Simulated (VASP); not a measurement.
These are HSE06 screened hybrid, VASP's PBE PAW potentials (set 64) (plane waves; VASP) values and carry that method's errors.

VASP input:

File KPOINTS:
```
Automatic mesh
0
Gamma
1 1 1
0 0 0
```

File POSCAR:
```
FeIn31P32
1
   11.9995217332     0.0000000000     0.0000000000
    0.0000000000    11.9995217332     0.0000000000
    0.0000000000     0.0000000000    11.9995217332
In P Fe
31 32 1
Direct
  0.4999866692   0.0003942928   0.0002805339
  0.7495270828   0.2501206469   0.0003626266
  0.7497130653   0.9998540929   0.2506248014
  0.0000652108   0.0001688107   0.9999920421
  0.2505041058   0.2505245751   0.0000359097
  0.5000180731   0.4999448214   0.0001085762
  0.7495297137   0.7496143956   0.9999266579
  0.2505058017   0.0001249575   0.2505620833
  0.5009453862   0.2537105527   0.2537962404
  0.7466035126   0.4992921757   0.2536204988
  0.5000316925   0.9999348750   0.4999693849
  0.7467052983   0.2535243257   0.4993571581
  0.7494488858   0.0001115057   0.7495919369
  0.9997622953   0.4999917493   0.0004922948
  0.2503165209   0.7498032344   0.0004219582
  0.0001932436   0.2504847078   0.2505067751
  0.2535057363   0.5010124965   0.2535714640
  0.4992886823   0.7465609458   0.2534794541
  0.9997193405   0.0001873813   0.4998975109
  0.2535529091   0.2535528243   0.5010989466
  0.7463174313   0.7462997556   0.5011157466
  0.2504695460   0.9999047966   0.7495446907
  0.4991059318   0.2533952525   0.7466632667
  0.7466938027   0.5006441721   0.7469483799
  0.9999112679   0.7498566581   0.2505963157
  0.0001015631   0.5001461335   0.4999904453
  0.2533857974   0.7467507924   0.4992413938
  0.0001682290   0.2503634964   0.7496671184
  0.2532511891   0.4993027490   0.7469757428
  0.5007148819   0.7466935270   0.7469723975
  0.9999398683   0.7497707867   0.7495011297
  0.6243347659   0.1261635746   0.1266708151
  0.8736315573   0.3755338723   0.1264845777
  0.8737321840   0.1263821097   0.3756165820
  0.1254059049   0.1253300981   0.1253110561
  0.3754441567   0.3754245412   0.1258679483
  0.6246384787   0.6245525950   0.1257563309
  0.8746919793   0.8747794059   0.1252283103
  0.3754537404   0.1258208265   0.3756076056
  0.6143970294   0.3859685203   0.3860877218
  0.8742692186   0.6247115655   0.3755829215
  0.6244657666   0.1258113337   0.6245433755
  0.8744475716   0.3754990940   0.6246622223
  0.8746990308   0.1253702230   0.8747052483
  0.1260921741   0.6244575644   0.1265122160
  0.3758006013   0.8739253791   0.1264160409
  0.1258064819   0.3754463620   0.3755201844
  0.3858145504   0.6144230937   0.3859451185
  0.6246432288   0.8741598851   0.3755761192
  0.1262615849   0.1261582403   0.6243206392
  0.3856161491   0.3859517736   0.6146636724
  0.6141824723   0.6141127644   0.6148444262
  0.8735861919   0.8738692424   0.6242524634
  0.3756218655   0.1262228596   0.8737834078
  0.6245758789   0.3751553363   0.8745519612
  0.8738653912   0.6243617794   0.8738618349
  0.1262079764   0.8739471211   0.3757687140
  0.1257613905   0.6246341955   0.6246004068
  0.3755580675   0.8742516800   0.6246130876
  0.1260974028   0.3757889869   0.8740266186
  0.3752937889   0.6247227228   0.8746247486
  0.6242278244   0.8739879607   0.8739433282
  0.1252964249   0.8746763680   0.8747247706
  0.4999484356   0.5001184377   0.5003170452
```

**INCAR**
```
! general
SYSTEM  =FeIn31P32
PREC    =Normal
ENCUT   =400
LREAL   =Auto
LASPH   =.TRUE.
ISYM    =0

! electronic loop
EDIFF   =1E-5
NELM    =50
NELMIN  =4
ALGO    =Normal
LMAXMIX =4

! smearing
ISMEAR  =0
SIGMA   =0.05

! functional
GGA     =PE
LHFCALC =.TRUE.
AEXX    =0.25
HFSCREEN=0.2
PRECFOCK=Fast

! spin
ISPIN   =2
MAGMOM  =0.0 0.0 0.0 0.0 0.0 0.0 0.0 0.0 0.0 0.0 0.0 0.0 0.0 0.0 0.0 0.0 0.0 0.0 0.0 0.0 0.0 0.0 0.0 0.0 0.0 0.0 0.0 0.0 0.0 0.0 0.0 0.0 0.0 0.0 0.0 0.0 0.0 0.0 0.0 0.0 0.0 0.0 0.0 0.0 0.0 0.0 0.0 0.0 0.0 0.0 0.0 0.0 0.0 0.0 0.0 0.0 0.0 0.0 0.0 0.0 0.0 0.0 0.0 3.0

! ions
ISIF    =0

! output
LWAVE   =.FALSE.
LCHARG  =.FALSE.
LORBIT  =10
```

POTCAR, in this order: In P Fe (PBE.64 set). Program: vasp_gam. Read from the step before: WAVECAR.

The resulting files:

OSZICAR:
```
       N       E                     dE             d eps       ncg     rms          rms(c)
DAV:   1    -0.322935505200E+03   -0.32294E+03   -0.15157E+01   833   0.118E+01    0.132E+01
DAV:   2    -0.323077630535E+03   -0.14213E+00   -0.27808E+00   896   0.857E+00    0.113E+01
DAV:   3    -0.323090075859E+03   -0.12445E-01   -0.95832E-01   912   0.451E+00    0.808E+00
DAV:   4    -0.323094955297E+03   -0.48794E-02   -0.99419E-02   843   0.145E+00    0.524E+00
DAV:   5    -0.323091782188E+03    0.31731E-02   -0.42153E-02   944   0.713E-01    0.286E+00
DAV:   6    -0.323088555768E+03    0.32264E-02   -0.14231E-02   832   0.693E-01    0.127E+00
DAV:   7    -0.323088301009E+03    0.25476E-03   -0.17703E-03   912   0.143E-01    0.719E-01
DAV:   8    -0.323087882966E+03    0.41804E-03   -0.20358E-03   840   0.306E-01    0.597E-01
DAV:   9    -0.323087627520E+03    0.25545E-03   -0.18558E-03   824   0.292E-01    0.490E-01
DAV:  10    -0.323087631801E+03   -0.42814E-05   -0.22929E-04   864   0.912E-02    0.334E-01
DAV:  11    -0.323087636855E+03   -0.50542E-05   -0.73142E-05   776   0.248E-02
   1 F= -.32308764E+03 E0= -.32308764E+03  d E =-.659287E-15  mag=     5.0000
```

**OUTCAR**
```
------------------------ aborting loop because EDIFF is reached ----------------------------------------
  volume of cell :     1727.79
      direct lattice vectors                 reciprocal lattice vectors
    11.999521733  0.000000000  0.000000000     0.083336655  0.000000000  0.000000000
     0.000000000 11.999521733  0.000000000     0.000000000  0.083336655  0.000000000
     0.000000000  0.000000000 11.999521733     0.000000000  0.000000000  0.083336655
  FREE ENERGIE OF THE ION-ELECTRON SYSTEM (eV)
  ---------------------------------------------------
  free  energy   TOTEN  =      -323.0876368553 eV

  energy  without entropy=     -323.0876368553  energy(sigma->0) =     -323.08763686

  exchange ACFDT corr.  =         0.00000000  see jH, gK, PRB 81, 115126

 total charge

# of ion       s       p       d       tot
------------------------------------------
    1        1.168   1.390   0.230   2.788
    2        1.168   1.414   0.235   2.817
    3        1.168   1.414   0.236   2.818
    4        1.167   1.410   0.235   2.812
    5        1.168   1.413   0.235   2.817
    6        1.169   1.426   0.239   2.834
    7        1.168   1.413   0.235   2.816
    8        1.168   1.413   0.235   2.817
    9        1.168   1.393   0.230   2.791
   10        1.168   1.394   0.230   2.792
   11        1.169   1.428   0.239   2.836
   12        1.168   1.394   0.230   2.792
   13        1.168   1.413   0.235   2.816
   14        1.167   1.389   0.230   2.787
   15        1.168   1.413   0.235   2.816
   16        1.168   1.414   0.235   2.817
   17        1.168   1.393   0.230   2.791
   18        1.168   1.394   0.230   2.792
   19        1.168   1.390   0.230   2.788
   20        1.168   1.394   0.230   2.791
   21        1.168   1.394   0.230   2.792
   22        1.168   1.413   0.235   2.816
   23        1.168   1.395   0.230   2.793
   24        1.168   1.394   0.230   2.791
   25        1.168   1.414   0.235   2.817
   26        1.169   1.427   0.239   2.835
   27        1.168   1.394   0.230   2.792
   28        1.168   1.413   0.235   2.816
   29        1.168   1.394   0.230   2.792
   30        1.168   1.394   0.230   2.792
   31        1.168   1.412   0.235   2.815
   32        1.020   1.481   0.000   2.501
   33        1.020   1.481   0.000   2.500
   34        1.020   1.481   0.000   2.501
   35        1.018   1.486   0.000   2.505
   36        1.018   1.488   0.000   2.506
   37        1.018   1.488   0.000   2.506
   38        1.018   1.486   0.000   2.505
   39        1.018   1.488   0.000   2.506
   40        1.024   1.484   0.000   2.507
   41        1.018   1.488   0.000   2.506
   42        1.018   1.488   0.000   2.506
   43        1.018   1.488   0.000   2.506
   44        1.018   1.486   0.000   2.505
   45        1.020   1.480   0.000   2.500
   46        1.020   1.481   0.000   2.500
   47        1.018   1.488   0.000   2.506
   48        1.024   1.483   0.000   2.507
   49        1.018   1.488   0.000   2.506
   50        1.020   1.480   0.000   2.500
   51        1.024   1.484   0.000   2.507
   52        1.024   1.484   0.000   2.507
   53        1.020   1.480   0.000   2.500
   54        1.020   1.481   0.000   2.500
   55        1.018   1.488   0.000   2.506
   56        1.020   1.480   0.000   2.500
   57        1.020   1.481   0.000   2.500
   58        1.018   1.488   0.000   2.506
   59        1.018   1.488   0.000   2.506
   60        1.020   1.480   0.000   2.500
   61        1.018   1.488   0.000   2.506
   62        1.020   1.480   0.000   2.500
   63        1.018   1.486   0.000   2.504
   64        0.435   0.475   5.864   6.774
--------------------------------------------------
tot         69.262  91.525  13.092 173.879

 magnetization (x)

# of ion       s       p       d       tot
------------------------------------------
    1       -0.001   0.003   0.002   0.005
    2       -0.001   0.000   0.001   0.001
    3       -0.001   0.000   0.001   0.001
    4       -0.000   0.000   0.000   0.001
    5       -0.001   0.000   0.001   0.001
    6       -0.000  -0.000   0.000  -0.000
    7       -0.001   0.000   0.001   0.001
    8       -0.001   0.000   0.001   0.001
    9        0.002   0.014   0.005   0.021
   10        0.002   0.014   0.005   0.021
   11       -0.000  -0.000   0.000  -0.000
   12        0.002   0.014   0.005   0.021
   13       -0.001   0.000   0.001   0.001
   14       -0.001   0.003   0.002   0.005
   15       -0.001   0.000   0.001   0.001
   16       -0.001   0.000   0.001   0.001
   17        0.002   0.014   0.005   0.021
   18        0.002   0.014   0.005   0.021
   19       -0.001   0.003   0.002   0.005
   20        0.002   0.014   0.005   0.021
   21        0.002   0.014   0.005   0.021
...
```
(Selected blocks of OUTCAR.)

The supercell is sampled at Γ alone, which is coarse: total energies, pressure and levels can be off, energies of defects by several tenths of an eV.

The cell is a supercell with a defect, built from InP (zinc blende): Fe_In. The cell's shape comes from a PBE relaxation.
